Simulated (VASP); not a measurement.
Here is the system:

```
CELL_PARAMETERS angstrom
      4.29866     0.00000     0.00000
      0.00000     4.29866     0.00000
      0.00000     0.00000     2.74052
ATOMIC_POSITIONS crystal
  Si 0.00000 0.00000 0.00000
  Si 0.50000 0.50000 0.50000
  O  0.30627 0.30627 0.00000
  O  0.80627 0.19373 0.50000
  O  0.19373 0.80627 0.50000
  O  0.69373 0.69373 0.00000
```

The numbers are results of PBE GGA with D3 dispersion (zero damping), VASP's PBE PAW potentials (set 64) (plane waves; VASP 6.6.1), not measurements. Numerical set-up: 520 eV cut-off, 5×5×8 Γ-centred mesh, Gaussian smearing of 0.050 eV, potentials Si O.

**Question.** The ions and cell shape at fixed volume are relaxed. Which structure does the run end with?

**Answer.** 
```
CELL_PARAMETERS angstrom
      4.32376     0.00000     0.00000
      0.00000     4.32376     0.00000
      0.00000     0.00000     2.70879
ATOMIC_POSITIONS crystal
  Si 0.00000 0.00000 0.00000
  Si 0.50000 0.50000 0.50000
  O  0.30954 0.30954 0.00000
  O  0.80954 0.19046 0.50000
  O  0.19046 0.80954 0.50000
  O  0.69046 0.69046 0.00000
```
Space group P4_2/mnm (136), at a tolerance of 0.03 Å.

**Question.** How much energy does the relaxation gain?

**Answer.** The energy (σ→0) changes by -3.7 meV/atom, in 5 ionic steps.

| step | E(σ→0) (eV) | max force (eV/Å) | pressure (GPa) | volume (Å³) |
|---|---|---|---|---|
| 1 | -47.0768 | 0.379 | -15.82 | 50.64 |
| 2 | -47.0965 | 0.026 | -13.85 | 50.64 |
| 3 | -47.0968 | 0.079 | -13.57 | 50.64 |
| 4 | -47.0988 | 0.026 | -13.13 | 50.64 |
| 5 | -47.0990 | 0.001 | -13.24 | 50.64 |

The compound is SiO2 in the rutile structure, stishovite, a high-pressure form. This cell is one point of a volume scan, at 1.06 of the reference volume. Symmetry was kept, so distortions that lower it aren't found.
